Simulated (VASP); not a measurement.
All values below come from PBE GGA, VASP's PBE PAW potentials (set 64) (plane waves; VASP 6.6.1).

VASP input:

### INCAR
```
SYSTEM = Ga35GeN35
PREC = Normal
ENCUT = 400
EDIFF = 1E-6
NELM = 100
ALGO = Fast
LREAL = Auto
LASPH = .TRUE.
ISMEAR = 0
SIGMA = 0.05
GGA = PE
LMAXMIX = 4
LWAVE = .TRUE.
LCHARG = .FALSE.
NELMIN = 4
ISYM = 0
NELECT = 285.0
ISPIN = 2
NUPDOWN = 1
MAGMOM = 71*0.0141
LORBIT = 11
LHYPERFINE = .TRUE.
```

POSCAR:
```
Ga35GeN35
1
    4.8683178927    -8.4321738171     0.0000000000
    4.8683178927     8.4321738171     0.0000000000
    0.0000000000     0.0000000000    10.5562839806
Ga N Ge
35 35 1
Direct
  0.2216919399   0.1105844788   0.2477551070
  0.1104877557   0.2216148834   0.9986474274
  0.2244841759   0.1127610658   0.7487997023
  0.1082338169   0.2201938105   0.4969134368
  0.2102524791   0.4380013293   0.2506056840
  0.1106188401   0.5553111856   0.9990176855
  0.2263566672   0.4464687043   0.7504402551
  0.1079601678   0.5551427930   0.4975686211
  0.2216872104   0.7776026730   0.2479129135
  0.1117265913   0.8891533413   0.9992004087
  0.2245629693   0.7785776582   0.7491950667
  0.1121166026   0.8894933839   0.5000882711
  0.5542920786   0.1102892835   0.2488360058
  0.4441827597   0.2220825050   0.9998603687
  0.5566538906   0.1116757173   0.7506860852
  0.4455084538   0.2229032683   0.5011545630
  0.5526653982   0.4441923281   0.2502701276
  0.4421196716   0.5542724197   0.0024853132
  0.5604636670   0.4448922604   0.7527492192
  0.5527401588   0.7748278246   0.2502593423
  0.4442424697   0.8886331172   0.9999794955
  0.5604496765   0.7822485629   0.7527046547
  0.4453869413   0.8892346595   0.5012373961
  0.8851216247   0.1082189087   0.2481386982
  0.7777725851   0.2221607022   0.9993483564
  0.8910722015   0.1135269877   0.7491931477
  0.7755143440   0.2210279538   0.5001574128
  0.8853015044   0.4433575080   0.2481651898
  0.7778945903   0.5558032492   0.9999559181
  0.8910511864   0.4442501801   0.7493954953
  0.7806523233   0.5594194620   0.5025005981
  0.8883294159   0.7773578629   0.2490233529
  0.7778470921   0.8887095618   0.9998427624
  0.8921714972   0.7795115601   0.7511127795
  0.7807321304   0.8879261285   0.5024917779
  0.2234475182   0.1140862636   0.4369388753
  0.1070605087   0.2178213458   0.1868830999
  0.2221048391   0.1116057054   0.9369013221
  0.1142618970   0.2259572040   0.6841587933
  0.1072401348   0.5553920896   0.1871795508
  0.2219346703   0.4441797455   0.9378194015
  0.1143655652   0.5551583363   0.6845418239
  0.2234974124   0.7761687368   0.4369804894
  0.1107611976   0.8885240527   0.1876582474
  0.2220697489   0.7769775229   0.9372187642
  0.1138084038   0.8902130936   0.6874517885
  0.5541784162   0.1103940054   0.4375778004
  0.4438787645   0.2225190542   0.1886847903
  0.5552303672   0.1108471011   0.9385425360
  0.4467418595   0.2240430928   0.6884729058
  0.5558484008   0.4492820047   0.4414307827
  0.4355115467   0.5508871817   0.1931936732
  0.5550584955   0.4451690954   0.9403178979
  0.4534474164   0.5600670680   0.6904073282
  0.5558482850   0.7732178760   0.4415605756
  0.4438564811   0.8876771378   0.1888032510
  0.5549380142   0.7763468054   0.9403346408
  0.4467375863   0.8893747291   0.6885810235
  0.8863410069   0.1097575396   0.4373447549
  0.7763760659   0.2213817263   0.1876082653
  0.8890287524   0.1110405701   0.9371479867
  0.7784947425   0.2225787291   0.6876679430
  0.8863838647   0.4431881049   0.4374021800
  0.7741928728   0.5548265298   0.1887041448
  0.8890893326   0.4446178794   0.9373678798
  0.7815497092   0.5571550318   0.6894044282
  0.8913506300   0.7790000293   0.4375957670
  0.7741810863   0.8857331255   0.1886580350
  0.8893931218   0.7779756276   0.9387720407
  0.7814336361   0.8910750198   0.6894083973
  0.4366047717   0.5516905206   0.5049341760
```

### KPOINTS
```
K-points
0
G
  1 1 1
0 0 0
```

POTCAR, in this order: Ga N Ge (PBE.64 set). Program: vasp_gam. Read from the step before: WAVECAR.

Output of the run:

### OUTCAR
```
 ion  position               nearest neighbor table
   1  0.222  0.111  0.248-  48 1.97  44 1.98  37 1.98  36 2.00  14 3.22  10 3.22   2 3.23   4 3.23
                            17 3.24  13 3.24   9 3.24  32 3.25   5 3.25  12 3.25  24 3.27  16 3.27
   2  0.110  0.222  0.999-  61 1.98  38 1.98  41 1.98  37 1.99  26 3.22   5 3.23   1 3.23  18 3.23
                             7 3.23   3 3.24  33 3.24  25 3.24  10 3.24  14 3.25  24 3.25   6 3.25
   3  0.224  0.113  0.749-  50 1.98  46 1.99  38 1.99  39 2.00  16 3.21  12 3.23  14 3.23   2 3.24
                            15 3.24   7 3.24  34 3.24  10 3.25  26 3.25  19 3.25  11 3.25   4 3.26
   4  0.108  0.220  0.497-  36 1.97  59 1.97  39 1.98   5 3.18  35 3.21  24 3.23  26 3.23   1 3.23
                            12 3.24  27 3.24   3 3.26   8 3.26  16 3.27   7 3.29
   5  0.210  0.438  0.251-  37 1.98  40 1.98  52 1.99   4 3.18  24 3.19  28 3.19   8 3.20   6 3.23
                             2 3.23   1 3.25   9 3.25  18 3.27  17 3.30  20 3.31
   6  0.111  0.555  0.999-  65 1.98  45 1.98  41 1.98  40 1.99  30 3.22   5 3.23   9 3.23  18 3.23
                             7 3.24  11 3.24  29 3.24  25 3.24  28 3.24  10 3.25  21 3.25   2 3.25
   7  0.226  0.446  0.750-  41 1.98  42 1.99  39 1.99  54 2.02  71 3.14  18 3.22   2 3.23   6 3.24
                             3 3.24  11 3.24  26 3.25  30 3.25  19 3.26  22 3.26   8 3.29   4 3.29
   8  0.108  0.555  0.498-  43 1.97  63 1.97  42 1.97   5 3.20  31 3.21  30 3.23  28 3.23   9 3.23
                            12 3.24  27 3.25  11 3.26   4 3.26  23 3.27   7 3.29
   9  0.222  0.778  0.248-  56 1.97  44 1.98  40 1.98  43 2.00  21 3.22  10 3.22   6 3.23   8 3.23
                            20 3.24  13 3.24   1 3.24  32 3.24  12 3.25   5 3.25  28 3.26  23 3.27
  10  0.112  0.889  0.999-  69 1.98  45 1.99  38 1.99  44 1.99  34 3.21   1 3.22   9 3.22  14 3.24
                            21 3.24  32 3.24  11 3.24   2 3.24   6 3.25   3 3.25  29 3.25  33 3.25
  11  0.225  0.779  0.749-  58 1.98  45 1.98  46 1.99  42 2.00  23 3.21  21 3.23  12 3.23  15 3.24
                             6 3.24  34 3.24   7 3.24  10 3.24  30 3.25  22 3.25   3 3.25   8 3.26
  12  0.112  0.889  0.500-  67 1.97  46 1.98  36 2.01  43 2.01  35 3.22  31 3.22   3 3.23  34 3.23
                            11 3.23   8 3.24   4 3.24  23 3.25  16 3.25   1 3.25   9 3.25  32 3.25
  13  0.554  0.110  0.249-  60 1.98  56 1.98  48 1.98  47 1.99  21 3.22  14 3.23  24 3.23  28 3.23
                            25 3.24   9 3.24   1 3.24  27 3.24  23 3.25  16 3.25  20 3.26  17 3.26
  14  0.444  0.222  1.000-  49 1.98  53 1.98  38 1.99  48 1.99  19 3.22   1 3.22  13 3.23  15 3.23
                             3 3.23  10 3.24  17 3.24  18 3.24   2 3.25  21 3.25  25 3.25  29 3.25
  15  0.557  0.112  0.751-  49 1.98  62 1.99  58 1.99  50 1.99  25 3.22  27 3.22  19 3.23  22 3.23
                            14 3.23  23 3.23  16 3.23  21 3.23  11 3.24   3 3.24  30 3.25  26 3.25
  16  0.446  0.223  0.501-  50 1.98  47 1.98  36 1.99  51 2.01   3 3.21  27 3.22  15 3.23  17 3.24
                            12 3.25  23 3.25  19 3.25  13 3.25  31 3.27   4 3.27   1 3.27
  17  0.553  0.444  0.250-  64 1.98  48 1.98  52 1.98  51 2.02  18 3.21  20 3.22   1 3.24  14 3.24
                            16 3.24  28 3.24  29 3.25  32 3.26  13 3.26  31 3.28   5 3.30
  18  0.442  0.554  0.002-  41 1.98  53 1.98  57 1.98  52 2.01  20 3.21  17 3.21   7 3.22   6 3.23
                             2 3.23  14 3.24  21 3.25  19 3.26  29 3.26  33 3.26  22 3.26   5 3.27
  19  0.560  0.445  0.753-  66 1.98  53 1.98  50 1.98  54 1.99  29 3.19  14 3.22  30 3.22  15 3.23
                            31 3.23  34 3.24  16 3.25   3 3.25   7 3.26  18 3.26  22 3.28
  20  0.553  0.775  0.250-  68 1.98  56 1.98  52 1.98  55 2.02  18 3.21  17 3.22   9 3.24  21 3.24
...
```

OSZICAR:
```
       N       E                     dE             d eps       ncg     rms          rms(c)
DAV:   1    -0.418154167982E+03   -0.41815E+03   -0.11390E-05   808   0.970E-03    0.431E-03
RMM:   2    -0.418154167124E+03    0.85732E-06   -0.36205E-06   556   0.334E-03    0.101E-03
RMM:   3    -0.418154167180E+03   -0.55477E-07   -0.14048E-06   544   0.211E-03    0.677E-04
RMM:   4    -0.418154167197E+03   -0.16997E-07   -0.31470E-07   398   0.996E-04
   1 F= -.41815417E+03 E0= -.41815417E+03  d E =-.566884E-07  mag=     1.0000
```

OUTCAR:
```
------------------------ aborting loop because EDIFF is reached ----------------------------------------
  FORCE on cell =-STRESS in cart. coord.  units (eV):
  Direction    XX          YY          ZZ          XY          YZ          ZX
  --------------------------------------------------------------------------------------
  Total        9.5690890      7.9559912      5.2431245     -1.8108276     -2.0201386      3.5858638
  in kB       17.6897475     14.7077194      9.6926206     -3.3475583     -3.7344979      6.6289513
  external PRESSURE =      14.0300292 kB  Pullay stress =       0.0000000 kB
  volume of cell :      866.68
      direct lattice vectors                 reciprocal lattice vectors
     4.868317893 -8.432173817  0.000000000     0.102704879 -0.059296690  0.000000000
     4.868317893  8.432173817  0.000000000     0.102704879  0.059296690  0.000000000
     0.000000000  0.000000000 10.556283981     0.000000000  0.000000000  0.094730305
 POSITION                                       TOTAL-FORCE (eV/Angst)
 -----------------------------------------------------------------------------------
      1.61763     -0.93688      2.61537        -0.012189     -0.000871      0.010584
      1.61678      0.93704     10.54201         0.008091     -0.002390      0.003186
      1.64182     -0.94207      7.90454         0.007927      0.002244     -0.000206
      1.59889      0.94407      5.24556         0.000629      0.004890      0.016555
      3.15591      1.92042      2.64546        -0.016880      0.009155      0.000394
      3.24196      3.74972     10.54591         0.002017     -0.000689     -0.000882
      3.27553      1.85602      7.92186        -0.013928      0.011364      0.004214
      3.22820      3.77072      5.25248        -0.002290      0.000699      0.000283
      4.86486      4.68758      2.61704        -0.016373     -0.014452      0.000033
      4.87260      6.55540     10.54784        -0.021747      0.013941     -0.009998
      4.88361      4.67155      7.90872        -0.004681     -0.012282     -0.005559
      4.87616      6.55498      5.27907         0.003582     -0.000105      0.002617
      3.23539     -3.74391      2.62678        -0.001443      0.006692      0.008126
      3.24359     -1.87279     10.55481         0.006607      0.002749     -0.002806
      3.25364     -3.75213      7.92446         0.002953     -0.003157      0.000190
      3.25404     -1.87705      5.29033        -0.006952      0.004003     -0.003742
      4.85302     -0.91466      2.64192        -0.002384     -0.005639     -0.004493
      4.85075      0.94569      0.02624        -0.007853      0.003773      0.004095
      4.89439     -0.97452      7.94623         0.003173      0.005891     -0.004942
      6.46302      1.87268      2.64181        -0.010123      0.003420      0.014816
      6.48886      3.74718     10.55607         0.009410      0.008654     -0.002600
      6.53668      1.87025      7.94576        -0.010103     -0.003808      0.012378
      6.49736      3.74260      5.29120         0.009998     -0.012975      0.008601
      4.83590     -6.55098      2.61942        -0.001692     -0.014471      0.007022
      4.86799     -4.68502     10.54941         0.000599      0.011884     -0.009796
      4.89071     -6.55640      7.90870         0.011221     -0.002052     -0.006048
      4.85148     -4.67553      5.27980         0.000760      0.002209      0.003030
      6.46833     -3.72655      2.61970        -0.001528      0.008555      0.012826
      6.49287     -1.87271     10.55582         0.002361     -0.001805      0.003435
      6.50067     -3.76750      7.91083         0.009752     -0.009317     -0.001911
      6.52390     -1.86547      5.30454        -0.005507     -0.005876     -0.021016
      8.10910     -0.93573      2.62876        -0.002161      0.002323     -0.001606
      8.11333      0.93481     10.55462        -0.003221     -0.014125      0.005809
      8.13828     -0.94997      7.92896        -0.000748     -0.006951      0.005596
      8.12356      0.90388      5.30445        -0.000376      0.012142     -0.017050
      1.64322     -0.92215      4.61245        -0.000228     -0.016379     -0.004739
      1.58163      0.93395      1.97279        -0.007589      0.009078     -0.003872
      1.62461     -0.93175      9.89020        -0.001850     -0.002834     -0.000838
      1.65629      0.94183      7.22217         0.001879     -0.011824     -0.004354
      3.22590      3.77890      1.97592         0.005371      0.010073      0.010790
      3.24286      1.87401      9.89989         0.005379     -0.000373      0.006193
      3.25946      3.71684      7.22622         0.003991      0.006970     -0.002206
      4.86669      4.66022      4.61289        -0.007549      0.006434      0.006799
      4.86484      6.55823      1.98097        -0.003694      0.013710      0.001521
      4.86368      4.67908      9.89355         0.003549     -0.002040     -0.004060
      4.88790      6.54678      7.25694         0.001069      0.004378      0.000114
      3.23535     -3.74207      4.61920         0.006598     -0.004672     -0.007096
      3.24424     -1.86654      1.99181        -0.002632      0.000929     -0.001262
      3.24268     -3.74712      9.90752         0.001725      0.002992      0.000964
      3.26559     -1.87783      7.26772         0.004560     -0.011225      0.004462
      4.89329     -0.89859      4.65987         0.007557      0.001359      0.009528
      4.80210      0.97287      2.03941         0.014034     -0.005891     -0.005992
      4.86943     -0.92661      9.92626        -0.011255     -0.001290      0.003415
      4.93411      0.89904      7.28814         0.005434     -0.004991     -0.004001
      6.47032      1.83290      4.66124         0.005310     -0.002709     -0.009674
      6.48233      3.74237      1.99306         0.000534      0.001620     -0.004312
      6.48112      1.86696      9.92644         0.000212      0.003070     -0.001340
      6.50462      3.73239      7.26886         0.008065      0.009694     -0.000075
      4.84932     -6.54829      4.61674        -0.005162      0.002261     -0.008175
      4.85740     -4.67981      1.98045         0.000970      0.003374     -0.003128
      4.86866     -6.56013      9.89280        -0.001416      0.001279      0.002534
      4.87354     -4.68758      7.25922         0.007655      0.005647     -0.000125
      6.47278     -3.73710      4.61734         0.001639      0.003076     -0.004599
      6.47009     -1.84974      1.99201        -0.000196     -0.006822     -0.002478
      6.49291     -3.74786      9.89512         0.001478     -0.004811     -0.001793
      6.51724     -1.89213      7.27755        -0.001404      0.000004      0.005554
      8.13180     -0.94736      4.61939         0.006703     -0.009479      0.001349
      8.08099      0.94063      1.99153         0.005572      0.001249     -0.010680
      8.11728     -0.93949      9.90994         0.007327      0.003129     -0.000837
      8.14230      0.92452      7.27759         0.003788     -0.008020     -0.000860
      4.81134      0.97042      5.33023        -0.004323     -0.000590      0.002133
 -----------------------------------------------------------------------------------
    total drift:                                0.141010     -0.061659     -0.107113
  FREE ENERGIE OF THE ION-ELECTRON SYSTEM (eV)
  ---------------------------------------------------
  free  energy   TOTEN  =      -418.1541671967 eV

  energy  without entropy=     -418.1541671400  energy(sigma->0) =     -418.15416717

 total charge

# of ion       s       p       d       tot
------------------------------------------
    1        1.004   1.351   0.361   2.715
    2        1.003   1.352   0.361   2.716
    3        1.002   1.333   0.352   2.687
    4        1.026   1.205   0.280   2.510
    5        1.035   1.205   0.272   2.513
    6        1.003   1.351   0.361   2.715
    7        1.008   1.322   0.348   2.678
    8        1.026   1.206   0.280   2.512
    9        1.004   1.350   0.360   2.715
   10        1.001   1.341   0.356   2.698
   11        1.002   1.333   0.352   2.687
   12        1.003   1.324   0.344   2.671
   13        1.003   1.346   0.358   2.706
...
```
(Selected blocks of OUTCAR.)

At this cut-off the stress carries a Pulay error, which pulls relaxed volumes low. The cell is charged, with a uniform compensating background.  The supercell is sampled at Γ alone, which is coarse: total energies, pressure and levels can be off, energies of defects by several tenths of an eV.

The cell is a supercell with a defect, built from GaN (wurtzite): Ge_Ga-vac_N, charge -1.
